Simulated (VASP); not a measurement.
# Converging a slab model of K(111), part 5 of 5

Wanted: the error that each setting leaves in the work function or ionisation potential of K(111).

VASP 6.6.1, plane waves and PAW; the level of theory is named at each step.

So far, highest filled level below the vacuum (eV): step 2 (the base run, PBEsol) 2.11; step 3 (another mesh, mesh points along a 3, k-mesh 3×3×1, PBEsol) 2.29; step 13 (another smearing width, SIGMA 0.02, PBEsol) 2.10; step 14 (another smearing width, SIGMA 0.4, PBEsol) 2.19; step 16 (another level, functional LDA, disp none) 2.25.

### Step 19. Another level, functional optB88-vdW, disp nonlocal

This step: optB88-vdW; plane waves and PAW (K_pv) (VASP 6.6.1).

INCAR

```
SYSTEM = K
PREC = Normal
ENCUT = 350
EDIFF = 1E-06
NELM = 120
ISMEAR = 1
SIGMA = 0.1
LREAL = .FALSE.
ALGO = Normal
GGA = BO
AGGAC = 0
LUSE_VDW = .TRUE.
PARAM1 = 0.1833333333
PARAM2 = 0.22
LASPH = .TRUE.
NBANDS = 49
LORBIT = 11
LWAVE = .FALSE.
LCHARG = .FALSE.
KPAR = 4
IDIPOL = 3
LDIPOL = .TRUE.
DIPOL = 0.5 0.5 0.5
LVHAR = .TRUE.
LVACPOTAV = .TRUE.
```

POSCAR

```
K
1.0
    7.3963369312      0.0000000000      0.0000000000
    3.6981684656      6.4054156774      0.0000000000
    0.0000000000      0.0000000000     33.0977095393
K
11
Direct
    0.6666666667      0.6666666667      0.2719221398
    0.0000000000      0.0000000000      0.3175377118
    0.3333333333      0.3333333333      0.3631532839
    0.6666666667      0.6666666667      0.4087688559
    0.0000000000      0.0000000000      0.4543844280
    0.3333333333      0.3333333333      0.5000000000
    0.6666666667      0.6666666667      0.5456155720
    0.0000000000      0.0000000000      0.5912311441
    0.3333333333      0.3333333333      0.6368467161
    0.6666666667      0.6666666667      0.6824622882
    0.0000000000      0.0000000000      0.7280778602
```

KPOINTS

```
Automatic mesh
0
Gamma
6 6 1
0 0 0
```

PAW data sets: K_pv (PBE family, release 64).

Command:

```sh
$ mpirun -np 4 vasp_std
```

Log:

```text
[banner, memory and clock lines left out]
running    4 mpi-ranks, on    1 nodes
[...]
|                                                                             |
|               ----> ADVICE to this user running VASP <----                  |
|                                                                             |
|     You have switched on vdW-DFT.                                           |
|     This routine was written and supplied by Jiri Klimes. We recommend      |
|     that you carefully read and cite the following publications:            |
|       J. Klimes, D.R. Bowler, A. Michelides                                 |
|          J. Phys.: Cond Matt. 22 022201 (2010)                              |
|       J. Klimes, D.R. Bowler, A. Michelides                                 |
|          Phys. Rev. B. 83, 195131 (2011)                                    |
|     and references therein.                                                 |
|                                                                             |

 [... a notice as in an earlier step ...]

 LDA part: xc-table for (Slater+PW92), standard interpolation
 POSCAR, INCAR and KPOINTS ok, starting setup
[...]
entering main loop
       N       E                     dE             d eps       ncg     rms          rms(c)
DAV:   1     0.174924157512E+03    0.17492E+03   -0.26330E+04  1022   0.798E+02
DAV:   2     0.176106250014E+02   -0.15731E+03   -0.15206E+03   757   0.160E+02
DAV:   3     0.117447851504E+02   -0.58658E+01   -0.55626E+01   812   0.252E+01
DAV:   4     0.114790101517E+02   -0.26577E+00   -0.26474E+00   852   0.462E+00
[...]
DAV:  28     0.119421378032E+02   -0.13983E-04   -0.24781E-06   556   0.562E-03    0.163E-02
DAV:  29     0.119421290927E+02   -0.87105E-05   -0.15459E-06   580   0.623E-03    0.148E-02
DAV:  30     0.119421283654E+02   -0.72728E-06   -0.69226E-07   547   0.370E-03
 [... a notice as in an earlier step ...]

   1 F= 0.11942128E+02 E0= 0.11939955E+02  d E =0.652081E-02
```

Wall time 8.1 min (4 MPI ranks of Intel Xeon 6975P-C (Granite Rapids), shared host); peak memory 6 GiB.

Parts of OUTCAR (step 19):

```text
  Total       -0.9432413     -0.9432413     -1.0838495     -0.0000000      0.0000000      0.0000000
  in kB       -0.9637656     -0.9637656     -1.1074334     -0.0000000      0.0000000      0.0000000
  external PRESSURE =      -1.0116549 kB  Pullay stress =       0.0000000 kB

 POSITION                                       TOTAL-FORCE (eV/Angst)
 -----------------------------------------------------------------------------------
      7.39634      4.27028      9.00000        -0.000000      0.000000      0.059370
      0.00000      0.00000     10.50977         0.000000      0.000000      0.037251
      3.69817      2.13514     12.01954        -0.000000     -0.000000     -0.030823
      7.39634      4.27028     13.52931        -0.000000      0.000000     -0.000942
      0.00000      0.00000     15.03908        -0.000000     -0.000000     -0.008670
      3.69817      2.13514     16.54885        -0.000000      0.000000      0.000000
      7.39634      4.27028     18.05863         0.000000      0.000000      0.008670
      0.00000      0.00000     19.56840         0.000000      0.000000      0.000942
      3.69817      2.13514     21.07817         0.000000     -0.000000      0.030823
      7.39634      4.27028     22.58794        -0.000000     -0.000000     -0.037251
      0.00000      0.00000     24.09771         0.000000      0.000000     -0.059370
 -----------------------------------------------------------------------------------
    total drift:                               -0.000000     -0.000000     -0.000000

  FREE ENERGIE OF THE ION-ELECTRON SYSTEM (eV)
  ---------------------------------------------------
  free  energy   TOTEN  =        11.9421283654 eV

  energy  without entropy=       11.9356075556  energy(sigma->0) =       11.93995476

[... 2 parts as in an earlier step ...]

[... 1 further part left out ...]
[key lines of the parts left out:]
E-fermi :  -1.6939
```

Against the base run its depth below the vacuum changes by +0.17 eV.

### Step 20. Another level, functional r2SCAN, disp none

This step: r2SCAN; plane waves and PAW (K_pv) (VASP 6.6.1).

INCAR, as its differences from that of step 19:

```diff
@@ -9,7 +9,3 @@
 ALGO = Normal
-GGA = BO
-AGGAC = 0
-LUSE_VDW = .TRUE.
-PARAM1 = 0.1833333333
-PARAM2 = 0.22
+METAGGA = R2SCAN
 LASPH = .TRUE.
```

POSCAR is that of step 19.

KPOINTS is that of step 19.

Command:

```sh
$ mpirun -np 4 vasp_std
```

Log:

```text
[banner, memory and clock lines left out]
running    4 mpi-ranks, on    1 nodes
[...]
[... a notice as in an earlier step ...]

 LDA part: xc-table for (None), standard interpolation
 POSCAR, INCAR and KPOINTS ok, starting setup
[...]
entering main loop
       N       E                     dE             d eps       ncg     rms          rms(c)
DAV:   1     0.998788939376E+02    0.99879E+02   -0.26944E+04  1022   0.815E+02
DAV:   2    -0.656331345130E+02   -0.16551E+03   -0.16009E+03   757   0.167E+02
DAV:   3    -0.716321207813E+02   -0.59990E+01   -0.56979E+01   804   0.261E+01
DAV:   4    -0.718967656258E+02   -0.26464E+00   -0.26368E+00   852   0.479E+00
[...]
DAV:  22    -0.648111260422E+02   -0.55678E-05   -0.69041E-07   500   0.258E-03    0.171E-04
DAV:  23    -0.648111274800E+02   -0.14378E-05   -0.61362E-07   484   0.231E-03    0.914E-05
DAV:  24    -0.648111277446E+02   -0.26462E-06   -0.30425E-07   511   0.175E-03
 [... a notice as in an earlier step ...]

   1 F= -.64811128E+02 E0= -.64813140E+02  d E =0.603824E-02
```

The job ended after 2.7 min (4 MPI ranks; peak memory 2.5 GiB; 11 min of CPU time).

OUTCAR, selected parts (step 20):

```text
  Total        0.7207838      0.7207838      0.3561913     -0.0000000      0.0000000      0.0000000
  in kB        0.7364676      0.7364676      0.3639418     -0.0000000      0.0000000      0.0000000
  external PRESSURE =       0.6122923 kB  Pullay stress =       0.0000000 kB

 POSITION                                       TOTAL-FORCE (eV/Angst)
 -----------------------------------------------------------------------------------
      7.39634      4.27028      9.00000         0.000000     -0.000000     -0.000279
      0.00000      0.00000     10.50977         0.000000      0.000000      0.029241
      3.69817      2.13514     12.01954         0.000000     -0.000000     -0.070350
      7.39634      4.27028     13.52931        -0.000000      0.000000     -0.012615
      0.00000      0.00000     15.03908         0.000000     -0.000000     -0.002555
      3.69817      2.13514     16.54885         0.000000     -0.000000     -0.000000
      7.39634      4.27028     18.05863         0.000000     -0.000000      0.002555
      0.00000      0.00000     19.56840         0.000000     -0.000000      0.012615
      3.69817      2.13514     21.07817        -0.000000     -0.000000      0.070350
      7.39634      4.27028     22.58794        -0.000000      0.000000     -0.029241
      0.00000      0.00000     24.09771        -0.000000     -0.000000      0.000279
 -----------------------------------------------------------------------------------
    total drift:                               -0.000000     -0.000000     -0.000000

  FREE ENERGIE OF THE ION-ELECTRON SYSTEM (eV)
  ---------------------------------------------------
  free  energy   TOTEN  =       -64.8111277446 eV

  energy  without entropy=      -64.8171659854  energy(sigma->0) =      -64.81314049

[... 2 parts as in an earlier step ...]

[... 1 further part left out ...]
[key lines of the parts left out:]
E-fermi :  -1.5059
```

Against the base run its depth below the vacuum changes by -0.07 eV.

### Step 21. Comparing the runs

Times are for 4 MPI ranks of Intel Xeon 6975P-C (Granite Rapids), shared host. Results by setting:

```csv
no.,functional,highest filled level below the vacuum (eV),time,memory (GiB)
1,LDA,2.248,76 s,1.9
2,PBE,2.111,74 s,2.4
3,RPBE,2.037,67 s,2.4
4,optB88-vdW,2.284,8.1 min,6.0
5,r2SCAN,2.044,2.7 min,2.5
```

### Step 22. All runs together

This step: slab, study of settings, base PBEsol; plane waves and PAW (VASP 6.6.1).

No new run; the numbers come from the runs before.

This step gave:

- highest filled level below the vacuum: 2.112 eV

Energies of other functionals are not comparable and are left out. All runs:

```csv
change from the base run,level below the vacuum (eV),shift (eV),energy change (meV/atom),core seconds
base,2.112,0,0,308
mesh 3 x 3,2.285,0.174,-1.5,71.2
mesh 3 x 3,2.285,0.174,-1.5,72
mesh 9 x 9,2.171,0.059,-1.4,396
vacuum 5 A,-,-,-8,104
vacuum 8 A,-,-,1,152
vacuum 24 A,2.112,0,0,360
cutoff 210 eV,2.112,0,0.8,100
cutoff 280 eV,2.112,0,0.5,176
smearing 0.02 eV,2.096,-0.016,0.1,316
smearing 0.4 eV,2.186,0.075,-0.6,320
LDA,2.248,0.136,-,304
PBE,2.111,-0.001,-,296
RPBE,2.037,-0.075,-,268
optB88-vdW,2.284,0.172,-,1948
r2SCAN,2.044,-0.068,-,656
```

### Step 23. Outcome

```json
{"highest filled level below the vacuum": "2.11 eV"}
```

The base run puts the highest filled level 2.11 eV below the vacuum at the upper face. Among the meshes tried the largest shift is 0.17 eV (mesh 3 x 3, at 0.23 times the cost). The vacuum widths shift it by about 0.01 eV or less. The lower cutoffs shift it by about 0.01 eV or less. Among the smearing widths the largest shift is 0.07 eV (smearing 0.4 eV, at 1.0 times the cost). With vacuum 5 A and vacuum 8 A the program printed no vacuum level, so no level is given there, and the line on vacuum widths holds for the others alone. The densest mesh still moves the level by 0.06 eV, so the base mesh is converged no better than that. The functionals span 0.25 eV, from RPBE to optB88-vdW. The program warns that it found no field-free region at its default tolerance, also in runs whose level could not be checked against a flat part of the potential; that adds doubt to those levels. The thickness of the slab was not varied, and the small cell can't reconstruct. Costs come from a shared host, and the base run also writes a finer density of states, so small ratios mean little. All runs hold the atoms as cut and share one family of PAW data sets, so relaxation and each functional's own lattice are left out. LASPH is on in the runs with optB88-vdW and r2SCAN and off in those with LDA, PBE, PBEsol and RPBE, so these rows differ in more than the functional.

[Lines on the potential files, build, host, timing and source positions are cut from VASP's logs without a mark.]

[Logs are printed without paths, hosts, clocks, repeated set-up lines and the standing remarks that a program may print on its own settings, such as how far it seeks lower states.]

[Hosts, paths, dates, database ids (printed as entryN), source tags and the programs' standing remarks are cut or masked in the printed files.]

[In band tables of VASP the shares of atoms and orbitals are scaled to a sum of 1 inside the atoms' spheres.]

[Runs that stopped without an error message from VASP are left out.]
